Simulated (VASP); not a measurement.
An input for Ansatz (written as the equivalent of a VASP run, and not itself run):

Ansatz 0.2 input:
```yaml
crystal:
  lattice:
    - [0.0000000, 2.7042282, 2.7042282]
    - [2.7042282, 0.0000000, 2.7042282]
    - [2.7042282, 2.7042282, 0.0000000]
  atoms:
    - { symbol: Ce, position: [0.0000000, 0.0000000, 0.0000000] }
    - { symbol: O, position: [0.2500000, 0.2500000, 0.2500000] }
    - { symbol: O, position: [0.7500000, 0.7500000, 0.7500000] }
kpoints:
  mp_grid: { grid: [7, 7, 7] }
hamiltonian:
  xc: pbe
  pseudopotentials: { kind: paw }
scf:
  occupations: { method: gaussian, width: 0.05 }
  max_iter: 100
output: { forces: true, stress: true, eigenvalues: true }
```

Question: Write the VASP files for the same calculation (PBE).

Answer: One answer among several that fit: 
INCAR:
```
SYSTEM = CeO2
PREC = Accurate
ENCUT = 520
EDIFF = 1E-7
NELM = 100
ALGO = Normal
LREAL = .FALSE.
LASPH = .TRUE.
ISMEAR = 0
SIGMA = 0.05
GGA = PE
LMAXMIX = 6
LWAVE = .FALSE.
LCHARG = .FALSE.
ISIF = 2
```

File POSCAR:
```
CeO2
1
    0.0000000000     2.7042282359     2.7042282359
    2.7042282359     0.0000000000     2.7042282359
    2.7042282359     2.7042282359     0.0000000000
Ce O
1 2
Direct
  0.0000000000   0.0000000000   0.0000000000
  0.2500000000   0.2500000000   0.2500000000
  0.7500000000   0.7500000000   0.7500000000
```

File KPOINTS:
```
Automatic mesh
0
gamma
7 7 7
0 0 0
```

POTCAR, in this order: Ce O (PBE.64 set). Program: vasp_std.

The two are equivalent in intent, not identical: each code has its own PAW files, so the cut-off isn't converted (ENCUT is set for VASP's; basis.ecutwfc is left out, and Ansatz then takes the one that its files recommend); Ansatz stops its SCF on the density residual and VASP on the energy change (EDIFF).

The compound is CeO2 in the fluorite structure. This cell is one point of a volume scan, at 0.97 of the reference volume.
